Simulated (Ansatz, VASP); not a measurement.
This is a calculation of GaGe for VASP 6.6.1.

The input INCAR:

```
PREC = Accurate ; ENCUT = 520
EDIFF = 1E-6 ; ISMEAR = -1
SIGMA = 0.05 ; LREAL = False
LASPH = True ; NELM = 100
ALGO = Normal ; ISIF = 2
LWAVE = False ; LCHARG = False
GGA = PS ; NBANDS = 20
```

KPOINTS

```
Automatic mesh
0
Gamma
  8 8 8
```

POSCAR

```
GaGe
1.0
    0.0000000000      2.8978440000      2.8978440000
    2.8978440000      0.0000000000      2.8978440000
    2.8978440000      2.8978440000      0.0000000000
Ge Ga
1 1
Direct
    0.0000000000      0.0000000000      0.0000000000
    0.2500000000      0.2500000000      0.2500000000
```

Potentials or basis: VASP PAW PBE potentials, release 64 (Ge_d, Ga_d).

The run is started by

```sh
$ cat potpaw_PBE.64/Ge_d/POTCAR potpaw_PBE.64/Ga_d/POTCAR > POTCAR
$ mpirun -np 1 vasp_std > vasp.out
```

Question: Translate it to Ansatz 0.2.0. Potentials there: all-electron LAPW, scalar-relativistic.

Answer: As run (the cutoff follows the program's own potentials):

File input.yaml:

```yaml
crystal:
  lattice:
    - [0.0, 2.897844, 2.897844]
    - [2.897844, 0.0, 2.897844]
    - [2.897844, 2.897844, 0.0]
  atoms:
    - { symbol: Ge, position: [0.0, 0.0, 0.0] }
    - { symbol: Ga, position: [0.25, 0.25, 0.25] }
kpoints:
  mp_grid: { grid: [8, 8, 8] }
scf:
  occupations: { method: fermi_dirac, width: 0.05 }
hamiltonian:
  xc: pbesol
  pseudopotentials: { kind: all_electron, lapw: { basis_error: 0.001 } }
output:
  forces: true
  stress: true
  eigenvalues: true
  populations: true
```

Potentials or basis: all-electron LAPW, scalar-relativistic.

Run with:

```sh
$ ansatz run input.yaml --threads 1 --pin off --max-ram 3072MiB --backend cpu --events-out ev --progress --plain --runs-dir out
```

Both were run:

|  | VASP | Ansatz | Ansatz less VASP |
| --- | --- | --- | --- |
| gap on the k mesh at the Fermi level (eV) | none | none | - |
| pressure (GPa) | -2.4 | -2.4 | +0.02 |

A gap of «none» marks a metal or a gap that the smearing closes. Ansatz ran all-electron here, so the differences hold the error of VASP's frozen core and of both bases.

Caveats: the PAW data sets were made with another functional, which shifts forces and pressure a little (VASP).
